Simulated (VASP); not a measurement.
These are PBE GGA with D4 dispersion, VASP's PBE PAW potentials (set 64) (plane waves; VASP) values and carry that method's errors.

Input for VASP

File POSCAR:
```
GaN
1
   -0.0000000000     2.2506259160     2.2506259160
    2.2506259160     0.0000000000     2.2506259160
    2.2506259160     2.2506259160    -0.0000000000
Ga N
1 1
Direct
  0.0000000000   0.0000000000   0.0000000000
  0.2500000000   0.2500000000   0.2500000000
```

INCAR:
```
SYSTEM = GaN
PREC = Accurate; ENCUT = 520; LREAL = .FALSE.
LASPH = .TRUE.
EDIFF = 1E-7; NELM = 100; ALGO = Normal
LMAXMIX = 4
ISMEAR = -5
GGA = PE; IVDW = 13
ISIF = 2
LWAVE = .FALSE.; LCHARG = .TRUE.; LORBIT = 11
NEDOS = 601
```

KPOINTS:
```
Automatic mesh
0
Gamma
11 11 11
0 0 0
```

POTCAR, in this order: Ga_d N (PBE.64 set). Program: vasp_std.

The run wrote:

**OUTCAR**
```
 ion  position               nearest neighbor table
   1  0.000  0.000  0.000-   2 1.95   2 1.95   2 1.95   2 1.95
   2  0.250  0.250  0.250-   1 1.95   1 1.95   1 1.95   1 1.95
  LATTYP: Found a face centered cubic cell.
 ALAT       =     4.5012518320
 Subroutine PRICEL returns:
 Original cell was already a primitive cell.
 Subroutine GETGRP returns: Found 24 space group operations
The static configuration has the point symmetry T_d .
The dynamic configuration has the point symmetry T_d .
 Subroutine INISYM returns: Found 24 space group operations
 Subroutine IBZKPT returns following result:
 Found     56 irreducible k-points:

 Following reciprocal coordinates:
            Coordinates               Weight
  0.000000  0.000000  0.000000      1.000000
  0.090909  0.000000  0.000000      8.000000
  0.181818  0.000000  0.000000      8.000000
  0.272727  0.000000  0.000000      8.000000
  0.363636  0.000000  0.000000      8.000000
  0.454545  0.000000  0.000000      8.000000
  0.090909  0.090909  0.000000      6.000000
  0.181818  0.090909  0.000000     24.000000
  0.272727  0.090909  0.000000     24.000000
...
```

File OSZICAR:
```
       N       E                     dE             d eps       ncg     rms          rms(c)
DAV:   1     0.902096123610E+02    0.90210E+02   -0.98331E+03  1544   0.247E+03
DAV:   2    -0.680827779668E+01   -0.97018E+02   -0.92692E+02  1671   0.365E+02
DAV:   3    -0.140313132494E+02   -0.72230E+01   -0.71829E+01  1621   0.897E+01
DAV:   4    -0.141451985325E+02   -0.11389E+00   -0.11383E+00  1732   0.124E+01
DAV:   5    -0.141469125181E+02   -0.17140E-02   -0.17140E-02  1626   0.137E+00    0.773E+00
DAV:   6    -0.121364327985E+02    0.20105E+01   -0.59398E+00  2209   0.489E+01    0.267E+00
DAV:   7    -0.121490884287E+02   -0.12656E-01   -0.36198E-01  1461   0.808E+00    0.178E+00
DAV:   8    -0.121451819909E+02    0.39064E-02   -0.68445E-02  1659   0.444E+00    0.797E-01
DAV:   9    -0.121399827105E+02    0.51993E-02   -0.22237E-02  2191   0.381E+00    0.187E-01
DAV:  10    -0.121403017431E+02   -0.31903E-03   -0.19958E-03  1719   0.760E-01    0.773E-02
DAV:  11    -0.121402125053E+02    0.89238E-04   -0.38166E-04  2159   0.363E-01    0.142E-02
DAV:  12    -0.121402187014E+02   -0.61961E-05   -0.33905E-05  1591   0.793E-02    0.960E-03
DAV:  13    -0.121402184890E+02    0.21238E-06   -0.18544E-06  1669   0.131E-02    0.271E-03
DAV:  14    -0.121402184373E+02    0.51746E-07   -0.11527E-07  1167   0.331E-03
   1 F= -.12944321E+02 E0= -.12944321E+02  d E =0.000000E+00
```

File OUTCAR:
```
------------------------ aborting loop because EDIFF is reached ----------------------------------------
  Edisp (eV):   -0.80410
  FORCE on cell =-STRESS in cart. coord.  units (eV):
  Direction    XX          YY          ZZ          XY          YZ          ZX
  --------------------------------------------------------------------------------------
  Total       0.01462     0.01462     0.01462     0.00000     0.00000     0.00000
  in kB       1.02732     1.02732     1.02732     0.00000     0.00000     0.00000
  external pressure =        1.03 kB  Pullay stress =        0.00 kB
  volume of cell :       22.80
      direct lattice vectors                 reciprocal lattice vectors
     0.000000000  2.250625916  2.250625916    -0.222160421  0.222160421  0.222160421
     2.250625916  0.000000000  2.250625916     0.222160421 -0.222160421  0.222160421
     2.250625916  2.250625916  0.000000000     0.222160421  0.222160421 -0.222160421
  FREE ENERGIE OF THE ION-ELECTRON SYSTEM (eV)
  ---------------------------------------------------
  free  energy   TOTEN  =       -12.9443208890 eV

  energy  without entropy=      -12.9443208890  energy(sigma->0) =      -12.94432089

 total charge

# of ion       s       p       d       tot
------------------------------------------
    1        0.790   0.903  10.180  11.873
    2        1.225   2.522   0.000   3.746
--------------------------------------------------
tot          2.015   3.424  10.180  15.620
```
(Selected blocks of OUTCAR.)

The compound is GaN in the zinc blende structure, a metastable form; wurtzite is the usual one. It was relaxed first.
